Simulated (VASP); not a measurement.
```
CELL_PARAMETERS angstrom
      4.06877     0.00000     0.00000
      0.00000     4.06877     0.00000
      0.00000     0.00000     4.06877
ATOMIC_POSITIONS crystal
  K  0.00000 0.00000 0.00000
  Ta 0.50000 0.50000 0.50000
  O  0.50000 0.00000 0.50000
  O  0.00000 0.50000 0.50000
  O  0.50000 0.50000 0.00000
```

The numbers are results of PBE GGA, VASP's PBE PAW potentials (set 64) (plane waves; VASP), not measurements. Numerical set-up: 520 eV cut-off, 6×6×6 Γ-centred mesh, Gaussian smearing of 0.050 eV, potentials K_sv Ta_pv O.

Question: The job: KTaO3 (cubic perovskite), 5 atoms, PBE, static run, 520 eV, 6×6×6 Γ-centred mesh. Roughly how much core time does it take on a busy server core?

Answer: About 20 core-seconds (one run on a shared machine, a rough figure). It had 20 irreducible k-points, 23 bands, up to 1856 plane waves and 14 electronic steps.

The compound is KTaO3 in the cubic perovskite structure. This cell is one point of a volume scan, at 1.03 of the reference volume.
